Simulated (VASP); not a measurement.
```
CELL_PARAMETERS angstrom
      3.89284     0.00000     0.00000
      0.00000     3.89284     0.00000
      0.00000     0.00000     3.89284
ATOMIC_POSITIONS crystal
  Tl 0.00000 0.00000 0.00000
  Cl 0.50000 0.50000 0.50000
```

Level of theory: PBE GGA, VASP's PBE PAW potentials (set 64) (plane waves; VASP). Run with 400 eV cut-off, Gaussian smearing of 0.050 eV, potentials Tl_d Cl.

Unless said otherwise, spin-orbit coupling is left out, though it shifts the bands of the heavy elements here.

Question: What does the run give for the band gap (along the path) with the smallest direct gap where there is one?

Answer: 
```
Property                               Result
------------------------------------  -------
band gap (along the path)             2.19 eV
smallest direct gap (along the path)  2.19 eV
```

Total energies compare only between runs with the same potentials, cut-off and functional.

The structure was generated: TlCl was put into the CsCl type type (Pm-3m), which need not be its known phase. It was relaxed first, which changed the volume by +78 %.
